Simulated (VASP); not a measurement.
# Mo: structure and properties in VASP, part 2 of 3

How well does PBEsol reproduce what experiment finds for Mo? The cell is relaxed first, and properties follow on it. The start is a cell from a database of measured crystal structures.

VASP 6.6.1, plane waves and PAW; the level of theory is named at each step.

Still holding for the runs below: The k-mesh is coarse for a metal.

So far. Step 2 (Relaxing cell and atoms (PBEsol)): It ends with forces that vanish by symmetry and a pressure of -0.01 GPa. The volume lies -1.9 % from that of the database's start, which holds the thermal and zero-point expansion of its experiment. Step 3 (Second relaxation): It ends with forces that vanish by symmetry and a pressure of -0.10 GPa. The volume moved by under 0.01 %: the run met its threshold at the first step. The relaxed cell has a = 3.126 Å (conventional setting).

### Step 4. Single point with fields (PBEsol)

Level of this step: PBEsol; plane waves and PAW (Mo_sv) (VASP).

A single point on the relaxed cell gives a clean self-consistent state, with density, ELF and potential written out.

INCAR

```
SYSTEM = Mo
PREC = Accurate
ENCUT = 400
EDIFF = 1E-06
NELM = 100
ISMEAR = 1
SIGMA = 0.2
LREAL = .FALSE.
ALGO = Normal
GGA = PS
NBANDS = 13
LORBIT = 11
LWAVE = .FALSE.
LCHARG = .TRUE.
ISIF = 2
LELF = .TRUE.
LVHAR = .TRUE.
```

POSCAR

```
Mo
1.0
   -1.5632452756      1.5632452756      1.5632452756
    1.5632452756     -1.5632452756      1.5632452756
    1.5632452756      1.5632452756     -1.5632452756
Mo
1
Direct
    0.0000000000      0.0000000000      0.0000000000
```

KPOINTS

```
Automatic mesh
0
Gamma
10 10 10
0 0 0
```

Potentials, in the order of the species: Mo_sv (PBE family, release 64).

The run is started by

```bash
$ mpirun -np 2 vasp_std
```

What it wrote:

```text
[banner, memory and clock lines left out]
running    2 mpi-ranks, on    1 nodes
 distrk:  each k-point on    2 cores,    1 groups
 distr:  one band on    1 cores,    2 groups

 POSCAR found type information on POSCAR Mo
 POSCAR found :  1 types and       1 ions
 [... a notice as in an earlier step ...]

 LDA part: xc-table for (Slater+PW92), standard interpolation
|                                                                             |
|           W    W    AA    RRRRR   N    N  II  N    N   GGGG   !!!           |
|           W    W   A  A   R    R  NN   N  II  NN   N  G    G  !!!           |
|           W    W  A    A  R    R  N N  N  II  N N  N  G       !!!           |
|           W WW W  AAAAAA  RRRRR   N  N N  II  N  N N  G  GGG   !            |
|           WW  WW  A    A  R   R   N   NN  II  N   NN  G    G                |
|           W    W  A    A  R    R  N    N  II  N    N   GGGG   !!!           |
|                                                                             |
|     The number of bands has been changed from the values supplied in        |
|     The orbitals not found in the WAVECAR file will be initialized with     |
|     random numbers, which is usually adequate. For correlated               |
|     calculations, however, you should redo the groundstate calculation.     |
|     I found NBANDS = 13. Now, NBANDS = 14.                                  |
|                                                                             |

 POSCAR, INCAR and KPOINTS ok, starting setup
 FFT: planning ... GRIDC
 FFT: planning ... GRID_SOFT
 FFT: planning ... GRID
 WAVECAR not read
 entering main loop
       N       E                     dE             d eps       ncg     rms          rms(c)
DAV:   1     0.728308479855E+02    0.72831E+02   -0.68983E+03  1348   0.859E+02
DAV:   2    -0.116854460622E+02   -0.84516E+02   -0.81744E+02  1580   0.261E+02
DAV:   3    -0.125141663597E+02   -0.82872E+00   -0.82777E+00  1478   0.254E+01
DAV:   4    -0.125157800833E+02   -0.16137E-02   -0.16137E-02  1556   0.137E+00
DAV:   5    -0.125157887019E+02   -0.86187E-05   -0.86166E-05  1466   0.875E-02    0.167E+01
DAV:   6    -0.118529159516E+02    0.66287E+00   -0.68959E-01  1364   0.101E+01    0.452E+00
DAV:   7    -0.117664559845E+02    0.86460E-01   -0.11792E-01  1442   0.399E+00    0.888E-01
DAV:   8    -0.117610648937E+02    0.53911E-02   -0.41326E-03  1376   0.756E-01    0.152E-01
DAV:   9    -0.117610477750E+02    0.17119E-04   -0.79473E-05  1544   0.101E-01    0.709E-02
DAV:  10    -0.117610505169E+02   -0.27420E-05   -0.10034E-05  1388   0.359E-02    0.164E-03
DAV:  11    -0.117610507394E+02   -0.22245E-06   -0.75683E-08   724   0.287E-03
   1 F= -.11761051E+02 E0= -.11760774E+02  d E =-.831587E-03
```

Elapsed: 7.8 s, on 2 MPI ranks of AMD EPYC 7R43, shared host; peak memory 0.15 GiB; 14 s of CPU time.

Parts of OUTCAR (step 4):

```text
The static configuration has the point symmetry O_h .

 Found     47 irreducible k-points:

   k-points           NKPTS =     47   k-points in BZ     NKDIM =     47   number of bands    NBANDS=     14

   NELECT =      14.0000    total number of electrons

 E-fermi :  12.9558

 k-point     1 :       0.0000    0.0000    0.0000
  band No.  band energies     occupation
    ...
      4     -21.5686      2.00000
      5       5.4742      2.00000
      6      11.4380      2.00000
      7      11.4380      2.00000
      8      11.4380      2.00000
      9      14.5354     -0.00000
     10      14.5354     -0.00000
     11      27.6742      0.00000
     12      27.6742      0.00000
     13      27.6742      0.00000
    ...

 k-point     2 :       0.1000    0.0000    0.0000
  band No.  band energies     occupation
    ...
      4     -21.5718      2.00000
      5       5.9192      2.00000
      6      11.1858      2.00000
      7      11.3828      2.00000
      8      11.8646      2.00000
      9      14.2000     -0.00000
     10      14.5433     -0.00000
     11      27.9903      0.00000
     12      28.4339      0.00000
     13      28.5331      0.00000
    ...

  Total       -0.0099683     -0.0099683     -0.0099683     -0.0000000      0.0000000     -0.0000000
  in kB       -1.0451753     -1.0451753     -1.0451753     -0.0000000      0.0000000     -0.0000000
  external PRESSURE =      -1.0451753 kB  Pullay stress =       0.0000000 kB

 POSITION                                       TOTAL-FORCE (eV/Angst)
 -----------------------------------------------------------------------------------
      0.00000      0.00000      0.00000         0.000000      0.000000     -0.000000
 -----------------------------------------------------------------------------------
    total drift:                                0.000000     -0.000000      0.000000

  FREE ENERGIE OF THE ION-ELECTRON SYSTEM (eV)
  ---------------------------------------------------
  free  energy   TOTEN  =       -11.7610507394 eV

  energy  without entropy=      -11.7602191521  energy(sigma->0) =      -11.76077354

[... 10 parts as in an earlier step ...]

[... 3 further parts left out ...]
```

This step gave:

| Property | Result |
| --- | --- |
| SCF cycles | 11 |
| bands | 14 |
| pressure | -0.1045 GPa |

Valence electrons inside each PAW sphere by angular momentum. Sphere charges, by row:

```tsv
atom	s (e)	p (e)	d (e)	tot (e)
Mo1	2.391	6.209	3.965	12.56
```

Electrostatic potential energy in the ac plane of the conventional cell at fractional y = 0.000, with atoms of Mo within 0.2 Å of it. With pseudopotentials it is smooth inside the atoms' cores, unlike the true potential.

Ten even steps from '0' (-67 eV) to '9' (1 eV), each cell a mean:
```
00136999985200
01247999986410
23468999998642
55789999999865
88999999999988
99999999999999
99999999999999
99999999999999
89999999999999
66789999999876
33578999998643
11357999997421
00136999985310
00136899985200
```
Columns run along a (3.1 Å; values clipped at the 3rd and 97th percentile), rows up along c (3.1 Å), edges of the conventional cell, whose origin can differ from the input's. Atoms in or near the plane, at fractional coordinates: Mo at (0.00, 0.00).

Valence density in the ac plane of the conventional cell at fractional y = 0.000, with atoms of Mo within 0.2 Å of it. It is the smooth field of the valence electrons, not physical close to the nuclei.

Ten even steps from '0' (0.3 e/Å³) to '9' (7.4 e/Å³), each cell a mean:
```
98520000001379
76410000000257
33100000000123
11000000000001
00000000000000
00000000000000
00000000000000
00000000000000
00000000000000
00000000000000
22100000000012
65310000000145
98520000001368
99620000001379
```
Columns run along a (3.1 Å), rows up along c (3.1 Å), edges of the conventional cell, whose origin can differ from the input's. Atoms in or near the plane, at fractional coordinates: Mo at (0.00, 0.00).

ELF in the ac plane of the conventional cell at fractional y = 0.000, with atoms of Mo within 0.2 Å of it. It is the smooth field of the valence electrons, not physical close to the nuclei.

Values, 14 rows by 14 columns, each cell a mean:
```
0.48 0.60 0.69 0.56 0.30 0.20 0.29 0.35 0.26 0.20 0.36 0.62 0.69 0.58
0.66 0.69 0.68 0.50 0.28 0.24 0.34 0.39 0.31 0.22 0.32 0.56 0.71 0.69
0.64 0.61 0.52 0.37 0.26 0.30 0.39 0.44 0.38 0.27 0.26 0.40 0.56 0.62
0.38 0.36 0.31 0.28 0.29 0.37 0.42 0.45 0.42 0.34 0.27 0.26 0.32 0.36
0.19 0.21 0.24 0.30 0.36 0.40 0.42 0.42 0.42 0.40 0.34 0.27 0.22 0.20
0.24 0.27 0.33 0.39 0.42 0.41 0.38 0.37 0.39 0.42 0.42 0.38 0.31 0.26
0.34 0.36 0.41 0.45 0.44 0.41 0.37 0.36 0.37 0.42 0.45 0.44 0.39 0.35
0.27 0.30 0.36 0.41 0.43 0.41 0.38 0.37 0.38 0.42 0.42 0.39 0.34 0.29
0.18 0.20 0.25 0.33 0.39 0.41 0.41 0.41 0.41 0.40 0.37 0.30 0.24 0.20
0.30 0.29 0.26 0.25 0.31 0.39 0.43 0.44 0.42 0.36 0.29 0.26 0.28 0.30
0.58 0.55 0.45 0.31 0.25 0.33 0.41 0.45 0.39 0.30 0.28 0.37 0.50 0.56
0.69 0.70 0.65 0.45 0.26 0.25 0.36 0.41 0.33 0.24 0.31 0.52 0.68 0.69
0.54 0.64 0.70 0.55 0.29 0.20 0.30 0.36 0.27 0.21 0.36 0.61 0.69 0.60
0.33 0.54 0.69 0.58 0.30 0.18 0.27 0.34 0.24 0.19 0.38 0.64 0.66 0.48
```
Columns run along a (3.1 Å), rows up along c (3.1 Å), edges of the conventional cell, whose origin can differ from the input's. Atoms in or near the plane, at fractional coordinates: Mo at (0.00, 0.00).

In this run the pressure is -0.10 GPa, small enough to go on.

### Step 5. Band structure (PBEsol)

The mesh alone shows little of the dispersion and can miss band extrema, so KPOINTS_OPT adds a path through the symmetry points after the self-consistent cycle.

INCAR

```
SYSTEM = Mo
PREC = Accurate
ENCUT = 400
EDIFF = 1E-06
NELM = 100
ISMEAR = 1
SIGMA = 0.2
LREAL = .FALSE.
ALGO = Normal
GGA = PS
NBANDS = 18
LORBIT = 11
LWAVE = .FALSE.
LCHARG = .FALSE.
KPAR = 2
```

POSCAR is that of step 4.

KPOINTS is that of step 4.

KPOINTS_OPT

```
Line mode
16
Line-mode
Reciprocal
  0.00000000   0.00000000   0.00000000 GAMMA
  0.50000000  -0.50000000   0.50000000 H

  0.50000000  -0.50000000   0.50000000 H
  0.00000000   0.00000000   0.50000000 N

  0.00000000   0.00000000   0.50000000 N
  0.00000000   0.00000000   0.00000000 GAMMA

  0.00000000   0.00000000   0.00000000 GAMMA
  0.25000000   0.25000000   0.25000000 P

  0.25000000   0.25000000   0.25000000 P
  0.50000000  -0.50000000   0.50000000 H

  0.25000000   0.25000000   0.25000000 P
  0.00000000   0.00000000   0.50000000 N
```

The run is started by

```bash
$ mpirun -np 2 vasp_std
```

What it wrote:

```text
[... set-up lines as in an earlier step ...]
 entering main loop
       N       E                     dE             d eps       ncg     rms          rms(c)
DAV:   1     0.861450576972E+02    0.86145E+02   -0.62060E+03  1726   0.661E+02
DAV:   2    -0.112463922209E+02   -0.97391E+02   -0.93473E+02  1932   0.230E+02
DAV:   3    -0.125133361230E+02   -0.12669E+01   -0.12628E+01  1952   0.257E+01
DAV:   4    -0.125157797887E+02   -0.24437E-02   -0.24436E-02  1868   0.130E+00
DAV:   5    -0.125157887288E+02   -0.89402E-05   -0.89385E-05  1902   0.719E-02    0.167E+01
DAV:   6    -0.118529533998E+02    0.66284E+00   -0.44824E-01  1764   0.785E+00    0.455E+00
DAV:   7    -0.117664390275E+02    0.86514E-01   -0.74020E-02  1822   0.313E+00    0.892E-01
DAV:   8    -0.117610611273E+02    0.53779E-02   -0.41636E-03  1784   0.604E-01    0.147E-01
DAV:   9    -0.117610484933E+02    0.12634E-04   -0.63699E-05  1962   0.758E-02    0.730E-02
DAV:  10    -0.117610504308E+02   -0.19375E-05   -0.10146E-05  1830   0.317E-02    0.290E-03
DAV:  11    -0.117610507521E+02   -0.32134E-06   -0.11078E-07  1002   0.294E-03
   1 F= -.11761051E+02 E0= -.11760774E+02  d E =-.831713E-03
 Start KPOINTS_OPT (optional k-point list driver)
k-point batch [1-47\96]
       N       E                     dE             ncg
DAV:   1    -0.349397752327E+04   -0.24815E+05     1748
DAV:   2    -0.789189574218E+04   -0.43979E+04     1966
DAV:   3    -0.794663176742E+04   -0.54736E+02     1936
DAV:   4    -0.794674886553E+04   -0.11710E+00     1870
DAV:   5    -0.794674932827E+04   -0.46274E-03     1910
DAV:   6    -0.794674933151E+04   -0.32365E-05     1772
DAV:   7    -0.794674933161E+04   -0.99602E-07     1422
[...]
k-point batch [95-96\96]
       N       E                     dE             ncg
DAV:   1     0.241988305811E+05   -0.13965E+04       72
DAV:   2     0.240080832120E+05   -0.19075E+03       86
DAV:   3     0.240048771478E+05   -0.32061E+01       74
DAV:   4     0.240048712727E+05   -0.58751E-02       88
DAV:   5     0.240048712506E+05   -0.22092E-04       74
DAV:   6     0.240048712505E+05   -0.14651E-06       96
```

The job ended after 16 s (2 MPI ranks; peak memory 0.19 GiB; 31 s of CPU time).

OUTCAR, selected parts (step 5):

```text
   k-points           NKPTS =     47   k-points in BZ     NKDIM =     47   number of bands    NBANDS=     18

   NELECT =      14.0000    total number of electrons

 E-fermi :  12.9558

 k-point     2 :       0.1000    0.0000    0.0000
  band No.  band energies     occupation
    ...
      4     -21.5717      2.00000
      5       5.9192      2.00000
      6      11.1858      2.00000
      7      11.3828      2.00000
      8      11.8647      2.00000
      9      14.2000     -0.00000
     10      14.5434     -0.00000
     11      27.9903      0.00000
     12      28.4339      0.00000
     13      28.5331      0.00000
    ...

  Total       -0.0107202     -0.0107202     -0.0107202      0.0000000      0.0000000      0.0000000
  in kB       -1.1240194     -1.1240194     -1.1240194      0.0000000      0.0000000      0.0000000
  external PRESSURE =      -1.1240194 kB  Pullay stress =       0.0000000 kB

 POSITION                                       TOTAL-FORCE (eV/Angst)
 -----------------------------------------------------------------------------------
      0.00000      0.00000      0.00000        -0.000000      0.000000      0.000000
 -----------------------------------------------------------------------------------
    total drift:                                0.000000     -0.000000      0.000000

  FREE ENERGIE OF THE ION-ELECTRON SYSTEM (eV)
  ---------------------------------------------------
  free  energy   TOTEN  =       -11.7610507521 eV

  energy  without entropy=      -11.7602190388  energy(sigma->0) =      -11.76077351

[... 10 parts as in an earlier step ...]

[... 6 further parts left out ...]
```

Spin-orbit coupling is off here; it would split degenerate levels.

Numbers from this step:

| Quantity | Value |
| --- | --- |
| bands | 18 |
| pressure | -0.1124 GPa |

The electronic bands at the labelled points (eV, zero at the Fermi level; # counts the bands kept):

```tsv
point	#1	#2	#3	#4	#5	#6
Γ	-7.48	-1.52	-1.52	-1.52	1.58	1.58
0.47 of the way	-4.12	-2.57	-0.94	-0.94	0.52	3.23
H	-5.76	-5.76	4.04	4.04	4.04	9.08
0.53 of the way	-4.63	-3.28	-1.24	0.09	4.47	7.34
N	-5.61	-3.63	1.57	1.63	2.28	4.84
0.47 of the way	-5.38	-2.80	-1.63	1.10	1.30	1.78
Γ	-7.48	-1.52	-1.52	-1.52	1.58	1.58
0.53 of the way	-4.05	-3.09	-3.09	1.69	1.69	3.83
P	-2.79	-2.79	-2.79	2.41	2.41	9.64
0.47 of the way	-3.38	-3.14	-3.14	2.19	2.19	10.40
H	-5.76	-5.76	4.04	4.04	4.04	9.08
jump to P	-2.79	-2.79	-2.79	2.41	2.41	9.64
0.53 of the way	-4.49	-3.60	-0.49	1.94	2.33	7.52
N	-5.61	-3.63	1.57	1.63	2.28	4.84
```

The electronic bands as a text plot (rows in eV, shown from -7.5 to 1.3 only):

```
    1.2 | *    *            *    * **
    0.8 |               *     *   *      *                     *
    0.4 |  *  *            **  *                        *
    0.0 |    *  *       ***       *                           *
   -0.3 |   *                      *
   -0.7 |   *  *                *       *              *
   -1.1 |  * **                     *  *                     *
   -1.4 |****            * *        ***
   -1.8 |    *                   ****  **             *     *
   -2.2 |                 *        *     *    *
   -2.5 |     *           *       *       *  * * ***       *
   -2.9 |                  *     *             **   *      *
   -3.3 |      *         *  *   *          ****  *   *      *
   -3.6 |                    ***            *                ****
   -4.0 |     ***                          *      *** *      *
   -4.4 |               *                              *
   -4.7 |    *   *      ***                                   *
   -5.1 |        **    *   *    *         *             *      *
   -5.5 |         **  **    **** *                       *      *
   -5.8 |   *       **            *      *                *
   -6.2 |                          *
   -6.6 |  *
   -6.9 | *                         *   *
   -7.3 |*                           ***
         Γ           H       N        Γ         P        H|P    N
```

There is no gap at this level.

(Part 2 of 3 ends here.)

[Lines on the potential files, build, host, timing and source positions are cut from VASP's logs without a mark.]

[Logs are printed without paths, hosts, clocks, repeated set-up lines and the standing remarks that a program may print on its own settings, such as how far it seeks lower states.]

[Hosts, paths, dates, database ids (printed as entryN), source tags and the programs' standing remarks are cut or masked in the printed files.]

[Measured values are set beside computed ones only where the two were judged alike; some that the calculation misses by far are left out.]

[In band tables of VASP the shares of atoms and orbitals are scaled to a sum of 1 inside the atoms' spheres.]
